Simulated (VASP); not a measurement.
OSZICAR of a VASP run on CdSe (wurtzite):

File OSZICAR:
```
       N       E                     dE             d eps       ncg     rms          rms(c)
DAV:   1     0.269942834805E+03    0.26994E+03   -0.12114E+04 15880   0.402E+02
DAV:   2     0.135258785563E+01   -0.26859E+03   -0.23675E+03 18142   0.147E+02
DAV:   3    -0.141760977815E+02   -0.15529E+02   -0.15344E+02 18954   0.390E+01
DAV:   4    -0.142584959476E+02   -0.82398E-01   -0.82373E-01 18192   0.299E+00
DAV:   5    -0.142587916733E+02   -0.29573E-03   -0.29572E-03 18430   0.151E-01    0.100E+01
DAV:   6    -0.135815823363E+02    0.67721E+00   -0.22345E-01 19694   0.452E+00    0.757E+00
DAV:   7    -0.135200391525E+02    0.61543E-01   -0.13110E-01 18378   0.120E+00    0.250E+00
DAV:   8    -0.135151922141E+02    0.48469E-02   -0.26835E-02 17576   0.824E-01    0.345E-01
DAV:   9    -0.135147029874E+02    0.48923E-03   -0.15747E-03 19092   0.173E-01    0.114E-01
DAV:  10    -0.135146765453E+02    0.26442E-04   -0.13032E-04 17552   0.376E-02    0.529E-02
DAV:  11    -0.135146820254E+02   -0.54800E-05   -0.79186E-06 18348   0.917E-03    0.113E-02
DAV:  12    -0.135146825627E+02   -0.53733E-06   -0.99698E-07 18414   0.304E-03    0.429E-03
DAV:  13    -0.135146827013E+02   -0.13858E-06   -0.59026E-08 17178   0.706E-04    0.329E-04
DAV:  14    -0.135146827107E+02   -0.93992E-08   -0.45626E-09  9636   0.215E-04
   1 F= -.13514683E+02 E0= -.13514683E+02  d E =-.261552E-12
 imaginary and real dielectric function
```

Q: Which electronic solver shows in the log?

A: It is blocked Davidson (ALGO = Normal, or the opening steps of other solvers). The INCAR had ALGO = Normal.

Q: Can the final energy be trusted as converged?

A: The calculation finished and met its thresholds. It stopped with EDIFF = 1E-7, NELM = 100 (LDA (Ceperley-Alder, Perdew-Zunger), plane waves, VASP's LDA PAW potentials (set 64)). The dielectric response may not be converged in the k-mesh; for small gaps it tends to come out too large.

The compound is CdSe in the wurtzite structure. It was relaxed first.
